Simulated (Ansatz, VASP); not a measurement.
# Cross-check of Be (Beryllium) between VASP and Ansatz

Wanted: the spread between two codes on one cell, functional and k mesh. The structure shown is the end of the Ansatz relaxation below. Other levels of theory on this material are compared in a session of their own.

Main program and level: Ansatz 0.2.0; plane waves, with VASP 6.6.1 beside it; single point at PBEsol.

**1. Starting point**

Symmetry: P6_3/mmc, No. 194, hexagonal system. Conventional cell: a = 2.255 Å, b = 2.255 Å, c = 3.695 Å, α = 90.00°, β = 90.00°, γ = 120.00°. Nearest to Be lie 12 Be at 2.25 to 2.26 Å.

**2. Ansatz: relaxation, PBEsol**

Ansatz runs on its PAW soft_1 files.

This run makes the geometry at which the two programs are then compared.

File input.yaml:

```yaml
crystal:
  lattice:
    - [2.2550920568, 0.0, 0.0]
    - [-1.1275460284, 1.952967009, 0.0]
    - [0.0, 0.0, 3.6947597573]
  atoms:
    - { symbol: Be, position: [0.3333333333, 0.6666666667, 0.25] }
    - { symbol: Be, position: [0.6666666667, 0.3333333333, 0.75] }
kpoints:
  mp_grid: { grid: [24, 24, 12] }
hamiltonian:
  xc: pbesol
  pseudopotentials: { kind: paw, azcp: { folder: soft_1 }, xc_functional: pbe }
scf:
  occupations: { method: methfessel_paxton, width: 0.2 }
output:
  forces: true
  stress: true
  eigenvalues: true
relax:
  adjacent_minimum: "off"
  f_tol: 0.001
  max_steps: 60
  cell: { stress_tol: 0.01, fix: [c, angles] }
```

On the command line:

```bash
$ ansatz run input.yaml --threads 4 --pin off --max-ram 10240MiB --backend cpu --events-out ev --progress --plain --runs-dir out
```

Numbers of over 12 decimals in the logs are rounded to 6 here.

What it wrote:

```text
Warning: crystal.symmetry: narrowed to the stabiliser of the fixed cell quantities (relax.cell.fix) — unitary ops 24 → 8. The narrowing is safe, since a smaller group never makes results wrong: the run goes on under it, on as many k-points as the starting group would need, or more. Excluded: 16 operations that would move a fixed cell quantity at a test strain (relax.cell.fix fixes c, alpha, beta, gamma). The cell can leave their symmetry as it relaxes.
Engine: ansatz 0.2.0, aarch64-unknown-linux-gnu
Pseudopotentials: kind: paw
Pseudopotential: Be, paw, valence charge 2, recommended cutoff 420 eV (normal), soft_1/Be.paw.azcp
Functional definition: PBEsol
  exchange = pbesol_x
  correlation = pbesol_c
Crystal: 2 atoms, lattice volume = 16.272 Å³
Basis set: ecut = 420 eV, 313 PW (Γ), exchange–correlation on 32×32×50 points (8 copies of the dense FFT grid, shifted against one another)
Bands: 6, of which v1, the nominal top of the filled ones, is band 2 counted from 1 (1 counted from 0)
Symmetry: 8 space group operations
k-points: 1099 of 6912
Non-local potential: Be, projectors of the file, l = 0: 2, l = 1: 2, l = 2: 1
PAW form: soft (Blöchl's): semilocal exchange-correlation on the pseudo side does not see the compensation charge
PAW frozen core: Be, regenerated for the run's functional, and the local potential with it (the file was generated under x = pbe(κ = 0.804, μ = 0.219515), c = pbe(β = 0.066725))
PAW one-centre angular grid: Be, 110 points (default); XC on 64 Gauss nodes
Initial density: superposition of atomic densities (chi_scale 0.1, normalization cell)
Initial wavefunctions: pseudopotential atomic-orbital guess
Functional: x = pbesol(κ = 0.804, μ = 0.123457), c = pbesol(β = 0.046)
SCF iter   1: F=—  HF=-180.686375 eV  |F-HF|=—  |Δ(HF+E_count)|=         —  Δρ=1.27e-2  dr2=1.81e-2  ethr=3.10e-3  ⟨swp⟩=4.5  Hψ=53629  notcnv=0
preconditioner: auto → none  [metal: Δε(μ)=0.016 eV  Ē_g=12.689 eV  σ=0.200 eV  W_gap=0.07  n_scr=2 (ndim 8)  ℏωp=18.4 eV  f_vac=0.000  D(μ)=0.24/eV (n_scr^D=0)  sad-step TF]
SCF iter   2: F=—  HF=-180.674334 eV  |F-HF|=—  |Δ(HF+E_count)|=   1.20e-2  S|Δr|=    0.00e0  Δρ=7.70e-3  dr2=6.85e-3  ethr=4.53e-4  ⟨swp⟩=1.0  Hψ=15386  notcnv=0
SCF iter   3: F=—  HF=-180.671004 eV  |F-HF|=—  |Δ(HF+E_count)|=   3.33e-3  S|Δr|=    0.00e0  Δρ=4.20e-4  dr2=2.32e-5  ethr=1.71e-4  ⟨swp⟩=1.0  Hψ=6594  notcnv=0
SCF iter   4: F=—  HF=-180.670985 eV  |F-HF|=—  |Δ(HF+E_count)|=   1.90e-5  S|Δr|=    0.00e0  Δρ=2.59e-5  dr2=7.28e-8  ethr=2.50e-9  ⟨swp⟩=3.2  Hψ=23235  notcnv=0
SCF iter   5: F=-180.670984 eV  HF=-180.670984 eV  |F-HF|=1.23e-9  |Δ(HF+E_count)|=   3.01e-8  S|Δr|=    0.00e0  Δρ=4.88e-6  dr2=2.60e-9  ethr=1.82e-9  ⟨swp⟩=2.0  Hψ=18685  notcnv=0
SCF 1 converged in 5 iterations: F = -180.670984 eV  dr2 = 2.60e-9
  greatest PAW one-centre occupation: 0.348 electrons in one spin orbital (limit 2), on the Be atom at site 1 (counted from 0), in its partial waves of l = 0
relax step   1: F+E_penalty+E_count = -180.67098449 eV  Δ(F+E_penalty+E_count) = +0.000e0 eV  max|allowed force component| = 1.904e-8 eV/Å  Δτ_max = 0.0000 Å  P = -4.623 GPa  Ω = 16.272 Å³  fix = [c, alpha, beta, gamma]  reactions: c -13.769 GPa; gamma -0.000 GPa/rad  (5 SCF iters, dr2 threshold 1.00e-7 eV, accepted)
[...]
relax step   2: F+E_penalty+E_count = -180.67098557 eV  Δ(F+E_penalty+E_count) = -1.077e-6 eV  max|allowed force component| = 7.175e-9 eV/Å  Δτ_max = 0.0000 Å  P = -4.602 GPa  Ω = 16.269 Å³  energy of the carried Pulay correction = +4.087e-7 eV  fix = [c, alpha, beta, gamma]  reactions: c -13.771 GPa; gamma -0.000 GPa/rad  (2 SCF iters, dr2 threshold 6.34e-9 eV, accepted)
[...]
relax step   3: F+E_penalty+E_count = -180.67098590 eV  Δ(F+E_penalty+E_count) = -3.284e-7 eV  max|allowed force component| = 7.574e-10 eV/Å  Δτ_max = 0.0000 Å  P = -4.591 GPa  Ω = 16.267 Å³  energy of the carried Pulay correction = +6.379e-7 eV  fix = [c, alpha, beta, gamma]  reactions: c -13.772 GPa; gamma -0.000 GPa/rad  (3 SCF iters, dr2 threshold 8.19e-10 eV, accepted)
[...]
relax step   4: F+E_penalty+E_count = -180.67098543 eV  Δ(F+E_penalty+E_count) = +4.670e-7 eV  max|allowed force component| = 7.188e-10 eV/Å  Δτ_max = 0.0000 Å  P = -4.591 GPa  Ω = 16.267 Å³  fix = [c, alpha, beta, gamma]  reactions: c -13.772 GPa; gamma -0.000 GPa/rad  stress off target by 5.51e-5 GPa on what of the cell is left free  SCF on the basis re-selected at this cell (its energy is not comparable with the rows above)  (3 SCF iters)
basis re-selected at this cell: Δ(F+E_penalty+E_count) = +4.670e-7 eV, ΔP = -0.000 GPa vs the last step (what re-selecting the basis moved, of the pressure what is left beyond the Pulay correction that the steps carried, after the strain that the cell walked since its last selection, with what the two solves' SCF thresholds leave and, on support functions, any second-order correction that the steps lacked; it is no m [...]
SCF converged after 3 iterations
Stability not checked: this state was not tested for a lower state beside it, because cold or Methfessel-Paxton smearing, or corrected tetrahedra, fill the levels in a way that the test cannot read (fill_not_monotonic; see scf.lower_state_search)
Free energy (F): -180.670985 eV
Harris-Foulkes:  -180.670985 eV  (|F-HF|=3.41e-13)
Internal energy: -180.670341 eV  (E = F + TS)
E sigma→0 (E₀):  -180.670824 eV
Entropy (-TS):   -0.000644 eV (-0.322 meV/atom)
Fermi energy:    7.956608 eV
--- Per-component energies (eV) ---
  E_band       = 11.486899
  E_kinetic    = 42.017933
  E_local      = 6.142525  (includes V_loc(G=0)·N_el)
  E_nonlocal   = 7.371914
  E_hartree    = 0.066309
  E_xc         = -40.351504
  E_vxc        = -41.269802  (∫ρ·V_xc dr)
  E_paw        = -113.217495  (= ΣΔE_a)
  E_vpaw       = -2.908289  (= ΣTr[D̂ρ^β])
  E_aug_tail   = -0.000001  (compensation charges beyond the density's cutoff)
  E_ewald      = -82.719085
  E_core_change = 0.019063  (= ΣΔE_core)
  E_smearing   = -0.000644  (= −TS)
  E_closure    = 0.000000  (closes the sum)
  Σ components = -180.670985   (vs F -180.670985, Δ=0.00e0)
--- Forces (eV/Å), atoms counted from 1 ---
  atom   1  Be     0.00000000    -0.00000000     0.00000000
  atom   2  Be    -0.00000000     0.00000000    -0.00000000
  max |Σ_I F_I| component: 0.00e0 eV/Å
--- Stress (GPa, compression-positive) ---
       -0.000055       0.000000      -0.000000
        0.000000      -0.000055       0.000000
       -0.000000       0.000000     -13.771942
  P = ⅓ Tr σ = -4.5907 GPa (-45.907 kbar)
--- Band table (eV; the first three rows and the last of 1099) ---
  k-point 0: bands = ["-3.3406", "3.1395", "8.2046", "24.2703", "24.2703", "26.8454"]
  k-point 1: bands = ["-3.2841", "2.7972", "8.6766", "24.3188", "24.3188", "26.8174"]
  k-point 2: bands = ["-3.1148", "2.0168", "9.8452", "24.4617", "24.4617", "25.4361"]
  k-point 1098: bands = ["4.3453", "4.3453", "9.4543", "9.4543", "20.0533", "20.0533"]
--- Relaxed structure (3 steps of the walk, 3 accepted, 1 SCFs on fresh bases) ---
  F+E_penalty+E_count = -180.67098543 eV   max|allowed force component| = 7.188e-10 eV/Å   (the final SCF, on the basis selected at the relaxed cell)
  cell:  # Å, volume = 16.2673 Å³
    - [2.254754, 0, 0.0]
    - [-1.127377, 1.952674, 0.0]
    - [0.0, 0.0, 3.6947597573]
  atoms:
    - { symbol: Be, position: [0.333333, 0.666667, 0.25] }
    - { symbol: Be, position: [0.666667, 0.333333, 0.75] }
```

**3. VASP: single point, PBEsol**

The same cell, functional, mesh and smearing now go to VASP, with its own data sets.

Lines of VASP's logs that name or quote its potential files are left out, and so is its time.

File INCAR:

```
SYSTEM = Be
PREC = Accurate
ENCUT = 600
EDIFF = 1E-06
NELM = 120
ISMEAR = 1
SIGMA = 0.2
LREAL = .FALSE.
ALGO = Normal
GGA = PS
NBANDS = 8
LORBIT = 11
LWAVE = .FALSE.
LCHARG = .FALSE.
ISIF = 2
LASPH = .TRUE.
GGA_COMPAT = .FALSE.
KPAR = 2
```

File POSCAR:

```
Be
1.0
    2.2547542715      0.0000000000      0.0000000000
   -1.1273771358      1.9526744784      0.0000000000
    0.0000000000      0.0000000000      3.6947597573
Be
2
Direct
    0.3333333333      0.6666666667      0.2500000000
    0.6666666667      0.3333333333      0.7500000000
```

File KPOINTS:

```
Automatic mesh
0
Gamma
24 24 12
0 0 0
```

The projector-augmented-wave data sets are Be (PBE family, release 64).

On the command line:

```bash
$ mpirun -np 2 vasp_std
```

What it wrote:

```text
[banner, memory and clock lines left out]
running    2 mpi-ranks, on    1 nodes
 distrk:  each k-point on    1 cores,    2 groups
 distr:  one band on    1 cores,    1 groups

 POSCAR found type information on POSCAR Be
 POSCAR found :  1 types and       2 ions
|                                                                             |
|               ----> ADVICE to this user running VASP <----                  |
|                                                                             |
|     You enforced a specific xc type in the INCAR file but a different       |
|     [... a line on the potential file left out ...]
|     I HOPE YOU KNOW WHAT YOU ARE DOING!                                     |
|                                                                             |

 LDA part: xc-table for (Slater+PW92), standard interpolation
 POSCAR, INCAR and KPOINTS ok, starting setup
 FFT: planning ... GRIDC
 FFT: planning ... GRID_SOFT
 FFT: planning ... GRID
 WAVECAR not read
 entering main loop
       N       E                     dE             d eps       ncg     rms          rms(c)
DAV:   1    -0.325207030348E+01   -0.32521E+01   -0.19328E+03  6896   0.460E+02
DAV:   2    -0.797585426054E+01   -0.47238E+01   -0.45929E+01 11104   0.542E+01
DAV:   3    -0.799716484126E+01   -0.21311E-01   -0.21312E-01  7312   0.312E+00
DAV:   4    -0.799718492668E+01   -0.20085E-04   -0.20078E-04 10008   0.932E-02
DAV:   5    -0.799718493300E+01   -0.63124E-08   -0.59733E-08  7336   0.613E-04    0.119E+00
DAV:   6    -0.797684156823E+01    0.20343E-01   -0.18853E-03  7256   0.497E-01    0.724E-01
DAV:   7    -0.796820244316E+01    0.86391E-02   -0.26665E-03  7576   0.515E-01    0.115E-02
DAV:   8    -0.796819974678E+01    0.26964E-05   -0.80365E-06  7464   0.232E-02    0.507E-03
DAV:   9    -0.796820053417E+01   -0.78739E-06   -0.38932E-07  7624   0.486E-03
   1 F= -.79682005E+01 E0= -.79679846E+01  d E =-.647790E-03
```

From OUTCAR (step 3):

```text
ion  position               nearest neighbor table
   1  0.333  0.667  0.250-   2 2.26   2 2.26   2 2.26   2 2.26   2 2.26   2 2.26
   2  0.667  0.333  0.750-   1 2.26   1 2.26   1 2.26   1 2.26   1 2.26   1 2.26

  LATTYP: Found a hexagonal cell.
 ALAT       =     2.2547542715
 C/A-ratio  =     1.6386529583

 Subroutine GETGRP returns: Found 24 space group operations
 (whereof 12 operations were pure point group operations)

The static configuration has the point symmetry D_3d.
 The point group associated with its full space group is D_6h.

 Found    427 irreducible k-points:

   k-points           NKPTS =    427   k-points in BZ     NKDIM =    427   number of bands    NBANDS=      8

   dimension x,y,z NGX =    18 NGY =   18 NGZ =   30
   dimension x,y,z NGXF=    36 NGYF=   36 NGZF=   60

   ENCUT  =  600.0 eV  44.10 Ry    6.64 a.u.   4.50  4.50  7.38*2*pi/ulx,y,z

   NELECT =       4.0000    total number of electrons

 k-points in reciprocal lattice and weights: Automatic mesh
   0.00000000  0.00000000  0.00000000       0.000
   0.04166667  0.00000000  0.00000000       0.001
   0.08333333  0.00000000  0.00000000       0.001
   0.12500000 -0.00000000  0.00000000       0.001
   0.16666667  0.00000000  0.00000000       0.001
   0.20833333 -0.00000000  0.00000000       0.001
   0.25000000 -0.00000000  0.00000000       0.001
   0.29166667 -0.00000000  0.00000000       0.001
   0.33333333  0.00000000  0.00000000       0.001
[...]
0.33333333  0.29166667  0.50000000       0.002
   0.33333333  0.33333333  0.50000000       0.000

 average (electrostatic) potential at core
       1 -33.0661       2 -33.0661

 E-fermi :   6.9000

 k-point     1 :       0.0000    0.0000    0.0000
  band No.  band energies     occupation
      1      -4.4034      2.00000
      2       2.0792      2.00000
      3       7.1552     -0.07015
      4      23.2215      0.00000
      5      23.2215      0.00000
      6      25.7935      0.00000
      7      25.7935      0.00000
    ...

 k-point     2 :       0.0417    0.0000    0.0000
  band No.  band energies     occupation
      1      -4.3529      2.00000
      2       2.1453      2.00000
      3       7.1742     -0.06555
      4      22.7869      0.00000
      5      22.8870      0.00000
      6      25.7709      0.00000
      7      25.9480      0.00000
    ...

 k-point     3 :       0.0833    0.0000    0.0000
  band No.  band energies     occupation
      1      -4.2012      2.00000
      2       2.3436      2.00000
      3       7.2299     -0.04159
      4      21.6398      0.00000
      5      22.1335      0.00000
      6      25.6781      0.00000
      7      26.0911      0.00000
    ...

  Total        0.0368277      0.0368277     -1.3580733     -0.0000000      0.0000000      0.0000000
  in kB        3.6271862      3.6271862   -133.7576210     -0.0000000      0.0000000      0.0000000
  external PRESSURE =     -42.1677495 kB  Pullay stress =       0.0000000 kB

  energy-cutoff  :      600.00
  volume of cell :       16.27
      direct lattice vectors                 reciprocal lattice vectors
     2.254754271  0.000000000  0.000000000     0.443507309  0.256059064  0.000000000
    -1.127377136  1.952674478  0.000000000     0.000000000  0.512118129  0.000000000
     0.000000000  0.000000000  3.694759757     0.000000000  0.000000000  0.270653592

 POSITION                                       TOTAL-FORCE (eV/Angst)
 -----------------------------------------------------------------------------------
     -0.00000      1.30178      0.92369         0.000000     -0.000000      0.000000
      1.12738      0.65089      2.77107        -0.000000      0.000000      0.000000
 -----------------------------------------------------------------------------------
    total drift:                                0.000000     -0.000000      0.000000

  FREE ENERGIE OF THE ION-ELECTRON SYSTEM (eV)
  ---------------------------------------------------
  free  energy   TOTEN  =        -7.9682005342 eV

  energy  without entropy=       -7.9675527443  energy(sigma->0) =       -7.96798460

 total charge
# of ion       s       p       d       tot
------------------------------------------
    1        0.395   0.753   0.000   1.148
    2        0.395   0.753   0.000   1.148
--------------------------------------------------
tot          0.791   1.505   0.000   2.296

[... 3 further parts left out ...]
```

The run ends at a pressure of -4.22 GPa.

**4. Side by side**

Known differences besides the potentials themselves: the cutoff is 420 eV in Ansatz and 600 eV in VASP; Ansatz makes its cores anew for this functional, VASP keeps those of its PBE data sets; Ansatz's pressure holds a Pulay correction, VASP's none. Total energies have different zeros and are not compared.

The two programs side by side:

| quantity | Ansatz | VASP | difference |
| --- | --- | --- | --- |
| pressure (GPa) | -4.59 | -4.22 | -0.37 |

**5. Results**

- difference in pressure (single point, PBEsol): -0.37 GPa

**Reading.** The difference in pressure is -0.37 GPa (single point, PBEsol), within the 1 GPa picked in this series as the mark of a large difference. 4 further runs of this series are not shown here. How closely two codes agree says nothing of how well the functional describes the real material.

[Lines on the potential files, build, host, timing and source positions are cut from VASP's logs without a mark.]

[Logs are printed without paths, hosts, clocks, repeated set-up lines and the standing remarks that a program may print on its own settings, such as how far it seeks lower states.]

[Hosts, paths, dates, database ids (printed as entryN), source tags and the programs' standing remarks are cut or masked in the printed files.]
